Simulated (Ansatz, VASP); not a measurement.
# Si15H4O28 in two plane-wave programs, part 2 of 2

Wanted: the spread between two codes on one cell, functional and k mesh. Of the first pair: The structure shown is the start of the Ansatz relaxation below; VASP solves that cell, so the two are compared at the walk's first step.

VASP 6.6.1 and Ansatz 0.2.0.

So far: The structure; Ansatz: relaxation, PBE with D3(BJ).

## (3) VASP: single point, PBE with D3(BJ), start cell, pair 1

Level of this step: PBE with D3(BJ); plane waves and PAW (Si, H, O) (VASP).

The same cell, functional, mesh and smearing now go to VASP, with its own data sets.

Lines of VASP's logs that name or quote its potential files are left out, and so is its time.

Contents of INCAR:

```
SYSTEM = Si15H4O28
PREC = Accurate
ENCUT = 520
EDIFF = 1E-06
NELM = 120
ISMEAR = -1
SIGMA = 0.05
LREAL = Auto
ALGO = Normal
GGA = PE
IVDW = 12
NBANDS = 152
LORBIT = 11
LWAVE = .FALSE.
LCHARG = .FALSE.
ISIF = 2
LASPH = .TRUE.
GGA_COMPAT = .FALSE.
EFERMI = MIDGAP
KPAR = 8
```

Contents of POSCAR:

```
Si15H4O28
1.0
    8.5527640000      0.0000000000      0.0000000000
    0.0000000000      8.5527640000      0.0000000000
    0.0000000000      0.0000000000      8.5527640000
Si H O
15 4 28
Direct
    0.6745790016      0.2764140341      0.1535210138
    0.3956820275      0.7739050206      0.3457980368
    0.3881299659      0.0756810313      0.1563459485
    0.6865450748      0.5671139763      0.3557120248
    0.1759410174      0.0644689834      0.8616519759
    0.1779369804      0.7661420331      0.6406630652
    0.6729470146      0.0581960405      0.6397370487
    0.1650590382      0.5551829794      0.1457110239
    0.9063590437      0.7894190697      0.1433570481
    0.8749750373      0.5656780662      0.6471690321
    0.3935060058      0.2850540480      0.6560179844
    0.8926750463      0.0677920027      0.3682299664
    0.1810330555      0.2862740045      0.3767449914
    0.6799100267      0.7929800238      0.8659170299
    0.8865820453      0.2774870206      0.8512349926
    0.5531300758      0.7198490453      0.9582350220
    0.4950800700      0.3973210298      0.7398210684
    0.2459910036      0.4560429821      0.0292409565
    0.2923580026      0.6796740796      0.7374890737
    0.0315399794      0.6638470324      0.0790210042
    0.2734420124      0.0202279637      0.0174179949
    0.7922960344      0.6779819951      0.2447500013
    0.2832119535      0.3525460307      0.5220850242
    0.9349030325      0.4324700179      0.7630180138
    0.2843009581      0.1820149603      0.7638340073
    0.7841829846      0.9910630061      0.5017839847
    0.1144039518      0.4321730379      0.2753039836
    0.7900550044      0.3139920615      0.0085569998
    0.6157909887      0.9309799733      0.7627260614
    0.8085859729      0.8502610384      0.9896069855
    0.0262069665      0.1637100007      0.9020939897
    0.7774430582      0.1747619834      0.2716520648
    0.1326930101      0.9119150254      0.7509750064
    0.4429979595      0.9302109821      0.2597610550
    0.0258399507      0.6685529964      0.5960049874
    0.5213720383      0.1628819642      0.5851310758
    0.2927070126      0.6663890176      0.2216359530
    0.2981660665      0.1873160536      0.2750700241
    0.5464730466      0.6787940133      0.4086849585
    0.0369180069      0.1733709711      0.4268200315
    0.6193090327      0.4235749987      0.2563170222
    0.7582659828      0.6726309764      0.7498389994
    0.5339400222      0.1727800510      0.0950079998
    0.7862109840      0.1732810586      0.7314530133
    0.7871400403      0.4981070447      0.4981310136
    0.9601030731      0.9273219745      0.2582639951
    0.2744780518      0.8042720459      0.4862659603
```

Contents of KPOINTS:

```
Automatic mesh
0
Gamma
2 2 2
0 0 0
```

Potentials, in the order of the species: Si, H and O (PBE family, release 64).

Run with:

```console
$ mpirun -np 8 vasp_std
```

Numbers of over 12 decimals in the logs are rounded to 6 here.

Log:

```text
[banner, memory and clock lines left out]
running    8 mpi-ranks, on    1 nodes
[...]
|                                                                             |
|           W    W    AA    RRRRR   N    N  II  N    N   GGGG   !!!           |
|           W    W   A  A   R    R  NN   N  II  NN   N  G    G  !!!           |
|           W    W  A    A  R    R  N N  N  II  N N  N  G       !!!           |
|           W WW W  AAAAAA  RRRRR   N  N N  II  N  N N  G  GGG   !            |
|           WW  WW  A    A  R   R   N   NN  II  N   NN  G    G                |
|           W    W  A    A  R    R  N    N  II  N    N   GGGG   !!!           |
|                                                                             |
|     For optimal performance we recommend to set                             |
|       NCORE = 2 up to number-of-cores-per-socket                            |
|     NCORE specifies how many cores store one orbital (NPAR=cpu/NCORE).      |
|     This setting can greatly improve the performance of VASP for DFT.       |
|     The default, NCORE=1 might be grossly inefficient on modern             |
|     multi-core architectures or massively parallel machines. Do your        |
|     Unfortunately you need to use the default for GW and RPA                |
|     calculations (for HF NCORE is supported but not extensively tested      |
|     yet).                                                                   |
|                                                                             |

 LDA part: xc-table for (Slater+PW92), standard interpolation
 POSCAR, INCAR and KPOINTS ok, starting setup
[...]
entering main loop
       N       E                     dE             d eps       ncg     rms          rms(c)
DAV:   1     0.152450580301E+04    0.15245E+04   -0.11891E+05  2440   0.139E+03
DAV:   2    -0.260963185411E+03   -0.17855E+04   -0.17388E+04  2952   0.329E+02
DAV:   3    -0.393990095171E+03   -0.13303E+03   -0.13236E+03  2888   0.955E+01
DAV:   4    -0.396102787865E+03   -0.21127E+01   -0.21066E+01  2968   0.129E+01
[...]
DAV:  14    -0.347996380321E+03   -0.12310E-04   -0.25256E-05  2864   0.158E-02    0.119E-02
DAV:  15    -0.347996384409E+03   -0.40882E-05   -0.93230E-06  2544   0.124E-02    0.403E-03
DAV:  16    -0.347996384924E+03   -0.51507E-06   -0.25499E-06  2248   0.594E-03
   1 F= -.35382644E+03 E0= -.35382644E+03  d E =0.000000E+00
```

From OUTCAR (step 3):

```text
 Edisp (eV)   -5.83005

  Total      22.86123    24.35104    21.66516    -1.43245    -5.36953    -2.50712
  in kB      58.54513    62.36037    55.48211    -3.66834   -13.75078    -6.42047
  external pressure =       58.80 kB  Pullay stress =        0.00 kB

 POSITION                                       TOTAL-FORCE (eV/Angst)
 -----------------------------------------------------------------------------------
      5.76952      2.36410      1.31303         1.842801      0.112677      0.225903
      3.38418      6.61903      2.95753        -1.651962     -2.142196     -0.546081
      3.31958      0.64728      1.33719        -1.083424     -0.043214      0.224950
      5.87186      4.85039      3.04232         0.640197      1.025476     -1.355509
      1.50478      0.55139      7.36951         1.038786     -0.777924     -1.310811
      1.52185      6.55263      5.47944         1.528024     -0.800283      1.619363
      5.75556      0.49774      5.47152        -0.477362      1.714334     -0.377368
      1.41171      4.74835      1.24623         2.182174     -0.868236     -0.751068
      7.75188      6.75172      1.22610        -1.844380     -0.865496     -0.362096
      7.48345      4.83811      5.53508         0.511599      1.516780      1.075560
      3.36556      2.43800      5.61077         1.580266     -0.469858      0.472565
      7.63484      0.57981      3.14938         0.092951     -0.276811     -0.514627
      1.54833      2.44843      3.22221        -0.608905      0.591280      0.008212
      5.81511      6.78217      7.40598        -0.608585     -1.370008      1.535281
[...]
-----------------------------------------------------------------------------------
    total drift:                               -0.000691      0.008722      0.001276

  FREE ENERGIE OF THE ION-ELECTRON SYSTEM (eV)
  ---------------------------------------------------
  free  energy   TOTEN  =      -353.8264391874 eV

  energy  without entropy=     -353.8264391874  energy(sigma->0) =     -353.82643919

[... 3 further parts left out ...]
[key lines of the parts left out:]
E-fermi :   3.3959
```

The run ends at a pressure of 5.88 GPa, with forces up to 2.8 eV/Å.

## (4) Differences

Known differences besides the potentials themselves: the cutoff is 420 eV in Ansatz and 520 eV in VASP (PREC = Accurate, projectors in real space). Total energies have different zeros and are not compared.

Forces on 8 of the 47 atoms, those with the largest forces and the largest differences (eV/Å; atoms numbered as in POSCAR):

```tsv
atom	Ansatz x, y, z	VASP x, y, z
Si2	-1.656, -2.149, -0.555	-1.652, -2.142, -0.546
Si6	1.507, -0.779, 1.612	1.528, -0.800, 1.619
Si8	2.162, -0.837, -0.684	2.182, -0.868, -0.751
Si9	-1.851, -0.876, -0.341	-1.844, -0.865, -0.362
Si11	1.561, -0.518, 0.441	1.580, -0.470, 0.473
Si14	-0.543, -1.346, 1.515	-0.609, -1.370, 1.535
O27	-1.260, -1.057, 1.451	-1.259, -1.064, 1.455
O37	1.930, 1.358, 0.878	1.943, 1.369, 0.897
```

The forces differ by 14 meV/Å r.m.s., which is 1.6 % of the r.m.s. force of 0.861 eV/Å (both taken over all components).

## (5) Ansatz: relaxation, PBE with D3(BJ)

This run makes the geometry at which the two programs are then compared. The cell compared in this pair holds 613.91 Å³, against 625.63 Å³ for the pair before.

The structure compared here is the end of the Ansatz relaxation.

Contents of input.yaml:

```yaml
crystal:
  lattice:
    - [8.5527642702, 0.0, 0.0]
    - [0.0, 8.5527642702, 0.0]
    - [0.0, 0.0, 8.5527642702]
  atoms:
    - { symbol: Si, position: [0.674579, 0.276414, 0.153521] }
    - { symbol: Si, position: [0.395682, 0.773905, 0.345798] }
    - { symbol: Si, position: [0.38813, 0.075681, 0.156346] }
    - { symbol: Si, position: [0.686545, 0.567114, 0.355712] }
    - { symbol: Si, position: [0.175941, 0.064469, 0.861652] }
    - { symbol: Si, position: [0.177937, 0.766142, 0.640663] }
    - { symbol: Si, position: [0.672947, 0.058196, 0.639737] }
    - { symbol: Si, position: [0.165059, 0.555183, 0.145711] }
    - { symbol: Si, position: [0.906359, 0.789419, 0.143357] }
    - { symbol: Si, position: [0.874975, 0.565678, 0.647169] }
    - { symbol: Si, position: [0.393506, 0.285054, 0.656018] }
    - { symbol: Si, position: [0.892675, 0.067792, 0.36823] }
    - { symbol: Si, position: [0.181033, 0.286274, 0.376745] }
    - { symbol: Si, position: [0.67991, 0.79298, 0.865917] }
    - { symbol: Si, position: [0.886582, 0.277487, 0.851235] }
    - { symbol: H, position: [0.55313, 0.719849, 0.958235] }
    - { symbol: H, position: [0.49508, 0.397321, 0.739821] }
    - { symbol: H, position: [0.245991, 0.456043, 0.029241] }
    - { symbol: H, position: [0.292358, 0.679674, 0.737489] }
    - { symbol: O, position: [0.03154, 0.663847, 0.079021] }
    - { symbol: O, position: [0.273442, 0.020228, 0.017418] }
    - { symbol: O, position: [0.792296, 0.677982, 0.24475] }
    - { symbol: O, position: [0.283212, 0.352546, 0.522085] }
    - { symbol: O, position: [0.934903, 0.43247, 0.763018] }
    - { symbol: O, position: [0.284301, 0.182015, 0.763834] }
    - { symbol: O, position: [0.784183, 0.991063, 0.501784] }
    - { symbol: O, position: [0.114404, 0.432173, 0.275304] }
    - { symbol: O, position: [0.790055, 0.313992, 0.008557] }
    - { symbol: O, position: [0.615791, 0.93098, 0.762726] }
    - { symbol: O, position: [0.808586, 0.850261, 0.989607] }
    - { symbol: O, position: [0.026207, 0.16371, 0.902094] }
    - { symbol: O, position: [0.777443, 0.174762, 0.271652] }
    - { symbol: O, position: [0.132693, 0.911915, 0.750975] }
    - { symbol: O, position: [0.442998, 0.930211, 0.259761] }
    - { symbol: O, position: [0.02584, 0.668553, 0.596005] }
    - { symbol: O, position: [0.521372, 0.162882, 0.585131] }
    - { symbol: O, position: [0.292707, 0.666389, 0.221636] }
    - { symbol: O, position: [0.298166, 0.187316, 0.27507] }
    - { symbol: O, position: [0.546473, 0.678794, 0.408685] }
    - { symbol: O, position: [0.036918, 0.173371, 0.42682] }
    - { symbol: O, position: [0.619309, 0.423575, 0.256317] }
    - { symbol: O, position: [0.758266, 0.672631, 0.749839] }
    - { symbol: O, position: [0.53394, 0.17278, 0.095008] }
    - { symbol: O, position: [0.786211, 0.173281, 0.731453] }
    - { symbol: O, position: [0.78714, 0.498107, 0.498131] }
    - { symbol: O, position: [0.960103, 0.927322, 0.258264] }
    - { symbol: O, position: [0.274478, 0.804272, 0.486266] }
  symmetry: { detect: false }
kpoints:
  mp_grid: { grid: [2, 2, 2] }
scf:
  occupations: { method: fermi_dirac, width: 0.05 }
hamiltonian:
  xc: pbe
  dispersion: d3bj
  pseudopotentials: { kind: paw, azcp: { folder: soft_1 } }
output:
  forces: true
  stress: true
relax:
  f_tol: 0.04
  max_steps: 150
  escape_saddle: false
  cell: { stress_tol: 0.4, fix: [] }
```

Run with:

```console
$ ansatz run input.yaml --threads 5 --pin off --max-ram 12800MiB --backend cpu --events-out ev --progress --plain --runs-dir out
```

Log:

```text
[...]
Crystal: 47 atoms, lattice volume = 625.633 Å³
Basis set: ecut = 420 eV, 12197 PW (Γ), exchange–correlation on 120×120×120 points (8 copies of the dense FFT grid, shifted against one another)
Bands: 163, of which v1, the nominal top of the filled ones, is band 116 counted from 1 (115 counted from 0)
Symmetry: 1 space group operations
k-points: 8
[...]
- { symbol: O, position: [0.303070, 0.203361, 0.780445] }
    - { symbol: O, position: [0.789153, 0.986255, 0.507888] }
    - { symbol: O, position: [0.094862, 0.430808, 0.270270] }
[...]
- { symbol: O, position: [0.773619, 0.177622, 0.751141] }
    - { symbol: O, position: [0.789002, 0.498493, 0.504148] }
    - { symbol: O, position: [0.970569, 0.919265, 0.258719] }
    - { symbol: O, position: [0.271442, 0.822419, 0.489179] }
[key lines of the parts left out:]
SCF converged after 4 iterations
Free energy (F): -25541.610339 eV
Fermi energy:    4.681139 eV
P = ⅓ Tr σ = -0.0621 GPa (-0.621 kbar)
```

## (6) VASP: single point, PBE with D3(BJ), relaxed cell, pair 2

The same cell, functional, mesh and smearing now go to VASP, with its own data sets.

Edit INCAR of step 3 so:

```diff
@@ -2,3 +2,3 @@
 PREC = Accurate
-ENCUT = 520
+ENCUT = 600
 EDIFF = 1E-06
```

Contents of POSCAR:

```
Si15H4O28
1.0
    8.4993702819      0.0100002325     -0.0107684495
    0.0100002325      8.4987541829      0.0090455532
   -0.0107684495      0.0090455532      8.4989028404
Si H O
15 4 28
Direct
    0.6798111025      0.2772276364      0.1498298017
    0.3916244082      0.7674634888      0.3518453227
    0.3918571670      0.0662713213      0.1505292673
    0.6799051951      0.5651586051      0.3607754296
    0.1893672747      0.0748186888      0.8622213387
    0.1814675938      0.7746509234      0.6519221109
    0.6735975624      0.0596069574      0.6424097820
    0.1712870451      0.5529319168      0.1401312287
    0.8967206562      0.7844930052      0.1437165208
    0.8813639003      0.5645750098      0.6594940860
    0.4040206566      0.2867575652      0.6419650279
    0.8978610348      0.0593907136      0.3677691608
    0.1726792010      0.2834662173      0.3672922054
    0.6696380376      0.7850407894      0.8739380275
    0.8906884347      0.2763567265      0.8618703293
    0.5347285738      0.7199923041      0.9603364784
    0.4904613272      0.4214138396      0.7076342846
    0.2361663110      0.4661327477      0.0053422174
    0.2820001613      0.6739248559      0.7521352548
    0.0369042632      0.6742805013      0.0744424874
    0.2872720044      0.9940616357      0.0068456994
    0.7786028605      0.6764304045      0.2442468253
    0.2825988773      0.3527417852      0.5077528698
    0.9626026243      0.4200053144      0.7571039035
    0.3030695118      0.2033606934      0.7804451773
    0.7891530318      0.9862551449      0.5078875114
    0.0948615701      0.4308078624      0.2702698112
    0.7871460652      0.3469885879      0.0072139279
    0.6041908684      0.9190885637      0.7520780850
    0.7992332479      0.8618624592      0.9964428305
    0.0340628011      0.1671796891      0.9283153641
    0.7889815092      0.1689493178      0.2593149657
    0.1340457835      0.9372879244      0.7423910484
    0.4578945516      0.9230172579      0.2601018803
    0.0186479266      0.6846752609      0.6042807415
    0.5263963094      0.1571644362      0.5650153613
    0.3102672470      0.6540085106      0.2227082464
    0.2812195578      0.1839226818      0.2487157723
    0.5360079385      0.6694515148      0.4329113604
    0.0384387480      0.1676981073      0.4408000582
    0.6095655077      0.4199978794      0.2566973147
    0.7528137731      0.6459719545      0.7734990005
    0.5375411492      0.1694237333      0.0799821035
    0.7736193665      0.1776223912      0.7511414766
    0.7890022160      0.4984927930      0.5041482237
    0.9705686414      0.9192645157      0.2587189278
    0.2714424049      0.8224187672      0.4891791513
```

KPOINTS is that of step 3.

Run with:

```console
$ mpirun -np 8 vasp_std
```

Log:

```text
[banner, memory and clock lines left out]
running    8 mpi-ranks, on    1 nodes
[...]
[... a notice as in an earlier step ...]

 LDA part: xc-table for (Slater+PW92), standard interpolation
 POSCAR, INCAR and KPOINTS ok, starting setup
[...]
entering main loop
       N       E                     dE             d eps       ncg     rms          rms(c)
DAV:   1     0.159737235521E+04    0.15974E+04   -0.12864E+05  2432   0.156E+03
DAV:   2    -0.253933716213E+03   -0.18513E+04   -0.18014E+04  2960   0.339E+02
DAV:   3    -0.392683100718E+03   -0.13875E+03   -0.13801E+03  2896   0.980E+01
DAV:   4    -0.394927387674E+03   -0.22443E+01   -0.22373E+01  2968   0.133E+01
[...]
DAV:  14    -0.350174088712E+03   -0.11252E-04   -0.20990E-05  3240   0.236E-02    0.112E-02
DAV:  15    -0.350174091187E+03   -0.24752E-05   -0.15678E-05  2680   0.117E-02    0.346E-03
DAV:  16    -0.350174091493E+03   -0.30569E-06   -0.12592E-06  2184   0.470E-03
   1 F= -.35614314E+03 E0= -.35614314E+03  d E =0.000000E+00
```

From OUTCAR (step 6):

```text
 Edisp (eV)   -5.96905

  Total      -0.92751    -0.92019    -0.91448    -0.03174    -0.03111     0.03525
  in kB      -2.42062    -2.40152    -2.38660    -0.08283    -0.08119     0.09199
  external pressure =       -2.40 kB  Pullay stress =        0.00 kB

 POSITION                                       TOTAL-FORCE (eV/Angst)
 -----------------------------------------------------------------------------------
      5.77913      2.36424      1.26858        -0.013115      0.016450     -0.015075
      3.33245      6.52958      2.99302         0.000993      0.007659      0.005556
      3.32958      0.56850      1.27571         0.019669     -0.000768     -0.008470
      5.78053      4.81321      3.06399        -0.004381     -0.014966      0.002003
      1.60097      0.64556      7.32657        -0.012569      0.004675      0.003287
      1.54309      6.59128      5.54568         0.008152     -0.009682      0.013074
      5.71883      0.51913      5.45306        -0.001527     -0.001782      0.005224
      1.45985      4.70221      1.19412         0.031696     -0.026978     -0.069624
      7.62786      6.67748      1.21887         0.001441     -0.001116     -0.011643
      7.48958      4.81296      5.60059         0.006912     -0.008013     -0.007960
      3.42988      2.44693      5.45424         0.023455      0.072345      0.031192
      7.62789      0.51705      3.11650         0.006164      0.001476     -0.001426
      1.46654      2.41416      3.12229         0.000312      0.009713      0.008796
      5.68994      6.68647      7.42740        -0.068779     -0.031729      0.024825
[...]
-----------------------------------------------------------------------------------
    total drift:                               -0.004163      0.011334     -0.009901

  FREE ENERGIE OF THE ION-ELECTRON SYSTEM (eV)
  ---------------------------------------------------
  free  energy   TOTEN  =      -356.1431397640 eV

  energy  without entropy=     -356.1431397640  energy(sigma->0) =     -356.14313976

[... 1 part as in an earlier step ...]

[... 2 further parts left out ...]
[key lines of the parts left out:]
E-fermi :   3.3681
```

The run ends at a pressure of -0.24 GPa, with forces up to 0.082 eV/Å.

## (7) Comparison

What differs besides the data sets and the points named for the pairs above, as far as they apply: the cutoff is 420 eV in Ansatz and 600 eV in VASP (PREC = Accurate, projectors in real space); Ansatz's pressure holds a Pulay correction, VASP's none. Total energies have different zeros and are not compared.

Compared:

```tsv
quantity	Ansatz	VASP	difference
pressure (GPa)	-0.06	-0.24	+0.18
gap on the k mesh (eV)	6.241	6.238	+0.003
```

At this near-relaxed geometry the largest component of a force difference is 69 meV/Å. A gap on the mesh is an upper bound, since the band edges may lie between its points.

## (8) What came out

| Item | Value |
| --- | --- |
| r.m.s. force difference (single point, PBE with D3(BJ), start cell, pair 1) | 1.6 % of the r.m.s. force |
| r.m.s. force difference (single point, PBE with D3(BJ), relaxed cell, pair 2) | 13 meV/Å |

The r.m.s. force difference is 13 meV/Å (single point, PBE with D3(BJ), relaxed cell, pair 2), beyond the 12 meV/Å picked in this series as the mark of a large difference. What causes the difference of the single point, PBE with D3(BJ), relaxed cell, pair 2 pair stays open here. How closely two codes agree says nothing of how well the functional describes the real material.

[Lines on the potential files, build, host, timing and source positions are cut from VASP's logs without a mark.]

[Logs are printed without paths, hosts, clocks, repeated set-up lines and the standing remarks that a program may print on its own settings, such as how far it seeks lower states.]

[Hosts, paths, dates, database ids (printed as entryN), source tags and the programs' standing remarks are cut or masked in the printed files.]
